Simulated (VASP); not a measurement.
An input for Ansatz (written as the equivalent of a VASP run, and not itself run):

Ansatz 0.2 input:
```yaml
crystal:
  lattice:
    - [0.0000000, 2.3367227, 2.3367227]
    - [2.3367227, 0.0000000, 2.3367227]
    - [2.3367227, 2.3367227, 0.0000000]
  atoms:
    - { symbol: Hf, position: [0.0000000, 0.0000000, 0.0000000] }
    - { symbol: C, position: [0.5000000, 0.5000000, 0.5000000] }
kpoints:
  mp_grid: { grid: [12, 12, 12] }
hamiltonian:
  xc: rpbe
  pseudopotentials: { kind: paw }
scf:
  occupations: { method: methfessel_paxton, width: 0.1 }
  max_iter: 100
relax:
  max_steps: 60
  f_tol: 0.01
  cell: {}
output: { forces: true, stress: true, eigenvalues: true }
```

Q: Translate this input to VASP (INCAR, KPOINTS, POSCAR, choice of POTCAR).

A: This is not unique; one that fits is 
**POSCAR**
```
HfC
1.0
  0.0000000000   2.3367226547   2.3367226547
  2.3367226547   0.0000000000   2.3367226547
  2.3367226547   2.3367226547   0.0000000000
Hf C
1 1
Cartesian
  0.0000000000   0.0000000000   0.0000000000
  2.3367226547   2.3367226547   2.3367226547
```

KPOINTS:
```
K-points
0
G
12 12 12
0 0 0
```

### INCAR
```
# general
SYSTEM  = HfC
PREC    = Accurate
ENCUT   = 520
LREAL   = .False.
LASPH   = .True.

# electronic loop
EDIFF   = 1E-6   # SCF stop (eV)
NELM    = 100   # most electronic steps
ALGO    = Normal   # blocked Davidson
LMAXMIX = 6

# smearing
ISMEAR  = 1   # Methfessel-Paxton
SIGMA   = 0.1   # width (eV)

# functional
GGA     = RP

# ions
IBRION  = 2
NSW     = 60   # most ionic steps
ISIF    = 3   # ions, shape and volume
EDIFFG  = -0.01   # ionic stop

# output
LWAVE   = .False.
LCHARG  = .False.
```

POTCAR, in this order: Hf_pv C (PBE.64 set). Program: vasp_std.

The two are equivalent in intent, not identical: each code has its own PAW files, so the cut-off isn't converted (ENCUT is set for VASP's; basis.ecutwfc is left out, and Ansatz then takes the one that its files recommend); Ansatz stops its SCF on the density residual and VASP on the energy change (EDIFF).

The compound is HfC in the rock salt structure. It was relaxed first. The start is the result of an earlier pass.
